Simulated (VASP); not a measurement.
Output of a VASP run:

### OUTCAR
```
 ion  position               nearest neighbor table
   1  0.667  0.333  1.000-   4 1.54   4 1.54   4 1.54   3 1.56
   2  0.333  0.667  0.500-   3 1.54   3 1.54   3 1.54   4 1.56
   3  0.667  0.333  0.625-   2 1.54   2 1.54   2 1.54   1 1.56
   4  0.333  0.667  0.125-   1 1.54   1 1.54   1 1.54   2 1.56
  LATTYP: Found a hexagonal cell.
 ALAT       =     2.5130770000
 C/A-ratio  =     1.6550308646
 Subroutine PRICEL returns:
 Original cell was already a primitive cell.
 Subroutine GETGRP returns: Found 12 space group operations
The static configuration has the point symmetry C_3v.
 The point group associated with its full space group is C_6v.
The dynamic configuration has the point symmetry C_3v.
 Subroutine INISYM returns: Found 12 space group operations
 Subroutine IBZKPT returns following result:
 Found     10 irreducible k-points:

 Following reciprocal coordinates:
            Coordinates               Weight
  0.000000  0.000000  0.000000      1.000000
  0.200000  0.000000  0.000000      6.000000
  0.400000  0.000000  0.000000      6.000000
  0.200000  0.200000  0.000000      6.000000
  0.400000  0.200000  0.000000      6.000000
  0.000000  0.000000  0.333333      2.000000
  0.200000  0.000000  0.333333     12.000000
  0.400000  0.000000  0.333333     12.000000
  0.200000  0.200000  0.333333     12.000000
  0.400000  0.200000  0.333333     12.000000
   k-points           NKPTS =     10   k-points in BZ     NKDIM =     10   number of bands    NBANDS=     12
   number of dos      NEDOS =    301   number of ions     NIONS =      4
   total plane-waves  NPLWV =   7168
   dimension x,y,z NGX =    16 NGY =   16 NGZ =   28
   dimension x,y,z NGXF=    32 NGYF=   32 NGZF=   56
   ions per type =               2   2
   PREC   = accura    normal or accurate (medium, high low for compatibility)
   ISTART =      0    job   : 0-new  1-cont  2-samecut
   ICHARG =      2    charge: 1-file 2-atom 10-const
   ISPIN  =      1    spin polarized calculation?
   LNONCOLLINEAR =      F non collinear calculations
   LSORBIT =      F    spin-orbit coupling
   INIWAV =      1    electr: 0-lowe 1-rand  2-diag
   ENCUT  =  400.0 eV  29.40 Ry    5.42 a.u.   4.10  4.10  6.78*2*pi/ulx,y,z
   NELM   =    100;   NELMIN=  2; NELMDL= -5     # of ELM steps
   EDIFF  = 0.1E-05   stopping-criterion for ELM
   LREAL  =      F    real-space projection
   NLSPLINE    = F    spline interpolate recip. space projectors
   LMAXMIX     =    2 max onsite mixed and CHGCAR
   VOSKOWN=      0    Vosko Wilk Nusair interpolation
   EDIFFG = 0.1E-04   stopping-criterion for IOM
   NSW    =      0    number of steps for IOM
   NBLOCK =      1;   KBLOCK =      1    inner block; outer block
   IBRION =     -1    ionic relax: 0-MD 1-quasi-New 2-CG
   NFREE  =      0    steps in history (QN), initial steepest desc. (CG)
   ISIF   =      2    stress and relaxation
   ISYM   =      2    0-nonsym 1-usesym 2-fastsym
   TEIN   =    0.0    initial temperature
   TEBEG  =    0.0;   TEEND  =   0.0 temperature during run
   SMASS  =  -3.00    Nose mass-parameter (am)
   PSTRESS=    0.0 pullay stress
   NELECT =      16.0000    total number of electrons
   EFERMI =   0.00;   METHOD = LEGACY
   ISMEAR =    -1;   SIGMA  =   0.05  broadening in eV -4-tet -1-fermi 0-gaus
   IALGO  =     38    algorithm
   LDIAG  =      T    sub-space diagonalisation (order eigenvalues)
   IMIX   =      4    mixing-type and parameters
     AMIX     =   0.40;   BMIX     =  1.00
     AMIX_MAG =   1.60;   BMIX_MAG =  1.00
     AMIN     =   0.10
   GGA     = PE    functional components
   VOSKOWN =     0    Vosko Wilk Nusair interpolation
   LHFCALC =     F    Hartree Fock is set to
   LHFONE  =     F    Hartree Fock one center treatment
   AEXX    =    0.0000 exact exchange contribution
   IVDW    =     0    specifies the selected vdW correction
   LEPSILON=     F    determine dielectric tensor
   LRPA    =     F    only Hartree local field effects (RPA)
  energy-cutoff  :      400.00
  volume of cell :       22.75
...
```

File OSZICAR:
```
       N       E                     dE             d eps       ncg     rms          rms(c)
DAV:   1     0.304369826662E+02    0.30437E+02   -0.75276E+03   240   0.106E+03
DAV:   2    -0.351122798613E+02   -0.65549E+02   -0.62290E+02   348   0.225E+02
DAV:   3    -0.367757359511E+02   -0.16635E+01   -0.16582E+01   320   0.364E+01
DAV:   4    -0.367855068490E+02   -0.97709E-02   -0.97645E-02   308   0.284E+00
DAV:   5    -0.367856352133E+02   -0.12836E-03   -0.12835E-03   316   0.277E-01    0.981E+00
DAV:   6    -0.349313102676E+02    0.18543E+01   -0.46855E+00   292   0.174E+01    0.489E+00
DAV:   7    -0.347600554681E+02    0.17125E+00   -0.25979E-01   292   0.466E+00    0.288E+00
DAV:   8    -0.347284323988E+02    0.31623E-01   -0.74416E-02   252   0.256E+00    0.227E-01
DAV:   9    -0.347276856724E+02    0.74673E-03   -0.19995E-03   308   0.424E-01    0.131E-01
DAV:  10    -0.347279160370E+02   -0.23036E-03   -0.34377E-04   276   0.185E-01    0.242E-02
DAV:  11    -0.347279229625E+02   -0.69255E-05   -0.58954E-05   304   0.645E-02    0.146E-02
DAV:  12    -0.347279237152E+02   -0.75272E-06   -0.89356E-06   296   0.280E-02
   1 F= -.34727924E+02 E0= -.34727924E+02  d E =-.674777E-10
```

OUTCAR:
```
------------------------ aborting loop because EDIFF is reached ----------------------------------------
  FORCE on cell =-STRESS in cart. coord.  units (eV):
  Direction    XX          YY          ZZ          XY          YZ          ZX
  --------------------------------------------------------------------------------------
  Total        1.9346571      1.9346580      1.8199219      0.0000004      0.0000000      0.0000000
  in kB      136.2574881    136.2575478    128.1767142      0.0000313      0.0000000      0.0000000
  external PRESSURE =     133.5639167 kB  Pullay stress =       0.0000000 kB
  volume of cell :       22.75
      direct lattice vectors                 reciprocal lattice vectors
     2.513077000  0.000000000  0.000000000     0.397918568  0.229738250  0.000000000
    -1.256538000  2.176389000  0.000000000     0.000000000  0.459476684  0.000000000
     0.000000000  0.000000000  4.159220000     0.000000000  0.000000000  0.240429696
  FREE ENERGIE OF THE ION-ELECTRON SYSTEM (eV)
  ---------------------------------------------------
  free  energy   TOTEN  =       -34.7279237152 eV

  energy  without entropy=      -34.7279237151  energy(sigma->0) =      -34.72792372
```
(Selected blocks of OUTCAR.)

### POSCAR
```
BN
1
    2.5130770000     0.0000000000     0.0000000000
   -1.2565380000     2.1763890000     0.0000000000
    0.0000000000     0.0000000000     4.1592200000
B N
2 2
Direct
  0.6666670000   0.3333330000   0.9997200000
  0.3333330000   0.6666670000   0.4997200000
  0.6666670000   0.3333330000   0.6252800000
  0.3333330000   0.6666670000   0.1252800000
```

Problem. Reconstruct the remaining input files.

Solution. One answer among several that fit: the input of the run itself, PBE GGA, plane waves, VASP's PBE PAW potentials (set 64).

### KPOINTS
```
Automatic
0
G
5 5 3
0 0 0
```

**INCAR**
```
SYSTEM = BN
PREC = Accurate; ENCUT = 400; LREAL = .FALSE.
LASPH = .TRUE.
EDIFF = 1E-6; NELM = 100; ALGO = Normal
ISMEAR = -1; SIGMA = 0.05
GGA = PE
ISIF = 2
LWAVE = .FALSE.; LCHARG = .FALSE.
```

POTCAR, in this order: B N (PBE.64 set). Program: vasp_std.

At this cut-off the stress carries a Pulay error, which pulls relaxed volumes low.

The structure comes from a computed database's BN entry; how it stands against other phases isn't given here. The cell was not relaxed at this level. The k-mesh is coarse (spacing up to 0.58 per Å, 2π included), so the numbers may not be converged in it. The run is one of a series of settings (KPOINTS 5×5×3 Γ-centred mesh against the base run), some of them coarse on purpose.
